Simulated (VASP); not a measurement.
Wanted: the native input for a VASP 6.6.1 run.

```yaml
Task: single point
Functional: LDA
Potentials_or_basis: VASP PAW LDA potentials, release 64 (Sb, Bi_d)
Cutoff: 520 eV
k_mesh: 3 × 3 × 3
Occupations: gaussian, width 0.01 eV
Spin: no spin polarisation
Dipole_correction: no
Further_INCAR_settings: ALGO = Fast; EDIFF = 1e-07; NBANDS = 17
```

The structure of BiSb lies in POSCAR:

```
BiSb
1.0
    2.1923400000      1.1797200000      4.0241600000
   -2.2884700000      1.2515800000      4.0547600000
    0.0141600000     -2.6553100000      4.1118900000
Sb Bi
1 1
Direct
    0.7934400000      0.7510100000      0.7527700000
    0.2322700000      0.2902500000      0.2020400000
```

The cell comes from a database or a generator and needn't be the stable form of this composition.

The input as run:

INCAR

```
SYSTEM = BiSb
PREC = Accurate ; ENCUT = 520
EDIFF = 1E-7 ; ISMEAR = 0
SIGMA = 0.01 ; LREAL = .False.
LASPH = .True. ; NELM = 100
ALGO = Fast ; ISIF = 2
LWAVE = .False. ; LCHARG = .False.
GGA = CA ; NBANDS = 17
```

KPOINTS

```
Automatic mesh
0
Gamma
  3 3 3
  0 0 0
```

Potentials or basis: VASP PAW LDA potentials, release 64 (Sb, Bi_d).

Run with:

```sh
$ cat potpaw_LDA.64/Sb/POTCAR potpaw_LDA.64/Bi_d/POTCAR > POTCAR
$ mpirun -np 1 vasp_std > vasp.out
```

Results of the run:

```
Pressure               : -4.6 GPa
Largest force          : 0.346 eV/Å
Band gap on the k mesh : 0.74 eV, indirect (least direct gap 1.30 eV)
```

Caveat: the k mesh is coarse (spacing up to 0.58 Å⁻¹), so the values aren't converged; spin-orbit coupling is left out, which as a rule narrows the gap of such compounds by several tenths of an eV; an odd mesh through Γ misses points on the zone boundary, where band edges often lie.

Wall time 21 s on 1 thread of Intel(R) Xeon(R) Platinum 8488C (Sapphire Rapids), on a shared host, peak memory 0.17 GiB.
